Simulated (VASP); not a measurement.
A run of VASP 6.6.1 is set up as follows.

Contents of INCAR:

```
SYSTEM = Si
PREC = Accurate
ENCUT = 520
EDIFF = 1E-7
ISMEAR = 0
SIGMA = 0.02
LREAL = .False.
LASPH = .True.
NELM = 100
ALGO = Normal
ISIF = 2
LWAVE = .False.
LCHARG = .True.
LELF = .True.
LVHAR = .True.
NBANDS = 16
```

KPOINTS

```
Automatic mesh
0
Gamma
  12 12 6
  0 0 0
```

POSCAR

```
Si
1.0
    3.8019625341      0.0000000000      0.0000000000
   -1.9009812670      3.2925961387      0.0000000000
    0.0000000000      0.0000000000      6.2902763947
Si
4
Direct
    0.3333333333      0.6666666667      0.0630525522
    0.6666666667      0.3333333333      0.5630525522
    0.3333333333      0.6666666667      0.4369474478
    0.6666666667      0.3333333333      0.9369474478
```

Potentials or basis: VASP PAW LDA potentials, release 64 (Si).

Launch:

```sh
$ cat potpaw_LDA.64/Si/POTCAR > POTCAR
$ mpirun -np 1 vasp_std > vasp.out
```

Task: Predict the pressure.

Result: 0.0 GPa.

Task: Estimate the band gap on the k mesh.

Result: 0.27 eV, indirect (least direct gap 1.00 eV).

A k mesh can miss the band edges.
